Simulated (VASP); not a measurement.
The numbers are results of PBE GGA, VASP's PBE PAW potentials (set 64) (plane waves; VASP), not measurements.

Input for VASP

**INCAR**
```
# general
SYSTEM =BeGa35N36
PREC   =Normal
ENCUT  =400   # plane-wave cut-off (eV)
LREAL  =Auto
LASPH  =.TRUE.   # aspherical one-centre terms
ISYM   =0
NELECT =285.0

# electronic loop
EDIFF  =1E-5   # SCF stop (eV)
NELM   =100   # most electronic steps
NELMIN =4
ALGO   =Fast
LMAXMIX=4

# smearing
ISMEAR =0   # Gaussian
SIGMA  =0.05   # width (eV)

# functional
GGA    =PE

# spin
ISPIN  =2   # spin-polarised
MAGMOM =72*0.0139
NUPDOWN=1

# ions
IBRION =2
NSW    =60   # most ionic steps
ISIF   =2
EDIFFG =-0.03   # ionic stop

# output
LWAVE  =.FALSE.
LCHARG =.FALSE.
LORBIT =10
```

KPOINTS:
```
Automatic mesh
0
Gamma
1 1 1
0 0 0
```

File POSCAR:
```
BeGa35N36
1
    4.8683178924    -8.4321738171     0.0000000000
    4.8683178924     8.4321738171     0.0000000000
    0.0000000000     0.0000000000    10.5562839808
Ga N Be
35 36 1
Direct
  0.2222220000   0.1111110000   0.2500000000
  0.1111110000   0.2222220000   0.0000000000
  0.2222220000   0.1111110000   0.7500000000
  0.1075820000   0.2211740000   0.4992540000
  0.2161800000   0.4414330000   0.2457970000
  0.1111110000   0.5555560000   0.0000000000
  0.2260990000   0.4435850000   0.7485860000
  0.1102450000   0.5540330000   0.5045960000
  0.2222220000   0.7777780000   0.2500000000
  0.1111110000   0.8888890000   0.0000000000
  0.2222220000   0.7777780000   0.7500000000
  0.1111110000   0.8888890000   0.5000000000
  0.5555560000   0.1111110000   0.2500000000
  0.4444440000   0.2222220000   0.0000000000
  0.5555560000   0.1111110000   0.7500000000
  0.4461440000   0.2185300000   0.4976840000
  0.5575120000   0.4476160000   0.2539430000
  0.4444440000   0.5555560000   0.0000000000
  0.5498240000   0.4400290000   0.7534860000
  0.5602940000   0.7819460000   0.2489580000
  0.4444440000   0.8888890000   0.0000000000
  0.5493940000   0.7740510000   0.7528080000
  0.4446970000   0.8860930000   0.4977150000
  0.8888890000   0.1111110000   0.2500000000
  0.7777780000   0.2222220000   0.0000000000
  0.8888890000   0.1111110000   0.7500000000
  0.7777780000   0.2222220000   0.5000000000
  0.8888890000   0.4444440000   0.2500000000
  0.7777780000   0.5555560000   0.0000000000
  0.8888890000   0.4444440000   0.7500000000
  0.7758290000   0.5530480000   0.4974090000
  0.8888890000   0.7777780000   0.2500000000
  0.7777780000   0.8888890000   0.0000000000
  0.8888890000   0.7777780000   0.7500000000
  0.7772860000   0.8904000000   0.5000870000
  0.2222220000   0.1111110000   0.4385000000
  0.1111110000   0.2222220000   0.1885000000
  0.2222220000   0.1111110000   0.9385000000
  0.1111110000   0.2222220000   0.6885000000
  0.2230530000   0.4445900000   0.4340300000
  0.1111110000   0.5555560000   0.1885000000
  0.2222220000   0.4444440000   0.9385000000
  0.1111110000   0.5555560000   0.6885000000
  0.2222220000   0.7777780000   0.4385000000
  0.1111110000   0.8888890000   0.1885000000
  0.2222220000   0.7777780000   0.9385000000
  0.1111110000   0.8888890000   0.6885000000
  0.5555560000   0.1111110000   0.4385000000
  0.4444440000   0.2222220000   0.1885000000
  0.5555560000   0.1111110000   0.9385000000
  0.4444440000   0.2222220000   0.6885000000
  0.5519610000   0.4441200000   0.4357410000
  0.4444440000   0.5555560000   0.1885000000
  0.5555560000   0.4444440000   0.9385000000
  0.4470490000   0.5578830000   0.6904340000
  0.5553230000   0.7724720000   0.4391340000
  0.4444440000   0.8888890000   0.1885000000
  0.5555560000   0.7777780000   0.9385000000
  0.4444440000   0.8888890000   0.6885000000
  0.8888890000   0.1111110000   0.4385000000
  0.7777780000   0.2222220000   0.1885000000
  0.8888890000   0.1111110000   0.9385000000
  0.7777780000   0.2222220000   0.6885000000
  0.8888890000   0.4444440000   0.4385000000
  0.7777780000   0.5555560000   0.1885000000
  0.8888890000   0.4444440000   0.9385000000
  0.7777780000   0.5555560000   0.6885000000
  0.8888890000   0.7777780000   0.4385000000
  0.7777780000   0.8888890000   0.1885000000
  0.8888890000   0.7777780000   0.9385000000
  0.7777780000   0.8888890000   0.6885000000
  0.4397140000   0.5552520000   0.4992920000
```

POTCAR, in this order: Ga N Be (PBE.64 set). Program: vasp_gam.

**Question.** What will the output report for the number of irreducible k-points (NKPTS), largest plane-wave count, FFT grid (NGX, NGY, NGZ)?

**Answer.** 
* **number of irreducible k-points (NKPTS)**: 1
* **largest plane-wave count**: 7908
* **FFT grid (NGX, NGY, NGZ)**: 48 × 48 × 54

The cell is a supercell with a defect, built from GaN (wurtzite): Be_Ga, charge +2.
